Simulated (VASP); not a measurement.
Calculation: PBE GGA, VASP's PBE PAW potentials (set 64) (plane waves; VASP).

The input files of a VASP run:

INCAR:
```
# general
SYSTEM  = FePt
PREC    = Accurate
ENCUT   = 400   # plane-wave cut-off (eV)
LREAL   = .FALSE.   # projection in real space or not
LASPH   = .TRUE.   # aspherical one-centre terms

# electronic loop
EDIFF   = 1E-6   # SCF stop (eV)
NELM    = 100   # most electronic steps
ALGO    = Normal   # blocked Davidson
LMAXMIX = 6

# smearing
ISMEAR  = 1   # Methfessel-Paxton
SIGMA   = 0.1   # width (eV)

# functional
GGA     = PE   # PBE

# spin
ISPIN   = 2
MAGMOM  = 5.0 0.0

# ions
ISIF    = 2   # forces and stress, cell fixed

# output
LWAVE   = .FALSE.
LCHARG  = .FALSE.
LORBIT  = 10
```

**KPOINTS**
```
Automatic mesh
0
Gamma
12 12 9
```

### POSCAR
```
FePt
1
    2.7274710000     0.0000000000     0.0000000000
    0.0000000000     2.7940870000     0.0000000000
    0.0000000000     0.0000000000     3.6769520000
Fe Pt
1 1
Direct
  0.0000000000   0.0000000000   0.0000000000
  0.5282590000   0.5000000000   0.5000000000
```

POTCAR, in this order: Fe Pt (PBE.64 set). Program: vasp_std.

Question: What will the output report for the number of irreducible k-points (NKPTS), number of bands (NBANDS), largest plane-wave count, number of space-group operations, FFT grid (NGX, NGY, NGZ)?

Answer: 
| Item | Result |
|---|---|
| number of irreducible k-points (NKPTS) | 245 |
| number of bands (NBANDS) | 16 |
| largest plane-wave count | 524 |
| number of space-group operations | 4 |
| FFT grid (NGX, NGY, NGZ) | 18 × 18 × 24 |

The compound is FePt in the L1_0 structure. The cell was not relaxed at this level, atoms are displaced from their ideal sites. The run is one of a series of settings (MAGMOM = 5.0 0.0 against the base run), some of them coarse on purpose.
